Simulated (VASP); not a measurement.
Method: PBE GGA, VASP's PBE PAW potentials (set 64) (plane waves; VASP 6.6.1).

The input files of a VASP run:

### INCAR
```
SYSTEM = CeO2
PREC = Accurate
ENCUT = 520
EDIFF = 1E-7
NELM = 100
ALGO = Normal
LREAL = .FALSE.
LASPH = .TRUE.
ISMEAR = 0
SIGMA = 0.01
GGA = PE
LMAXMIX = 6
LWAVE = .FALSE.
LCHARG = .FALSE.
LOPTICS = .TRUE.
NBANDS = 48
NEDOS = 1001
CSHIFT = 0.1
```

POSCAR:
```
CeO2
1
    0.0000000000     2.7306101479     2.7306101479
    2.7306101479     0.0000000000     2.7306101479
    2.7306101479     2.7306101479     0.0000000000
Ce O
1 2
Direct
  0.0000000000   0.0000000000   0.0000000000
  0.2500000000   0.2500000000   0.2500000000
  0.7500000000   0.7500000000   0.7500000000
```

File KPOINTS:
```
K-points
0
G
 13 13 13
```

POTCAR, in this order: Ce O (PBE.64 set). Program: vasp_std.

### Question
What will the output report for the number of irreducible k-points (NKPTS), largest plane-wave count, number of space-group operations, FFT grid (NGX, NGY, NGZ)?

### Answer

```json
{
  "number of irreducible k-points (NKPTS)": "84",
  "largest_plane_wave_count": "1109",
  "number_of_space_group_operations": "48",
  "FFT grid (NGX, NGY, NGZ)": "30 × 30 × 30"
}
```

The compound is CeO2 in the fluorite structure. It was relaxed first. The run is not spin-polarised, so no magnetic state was tried.
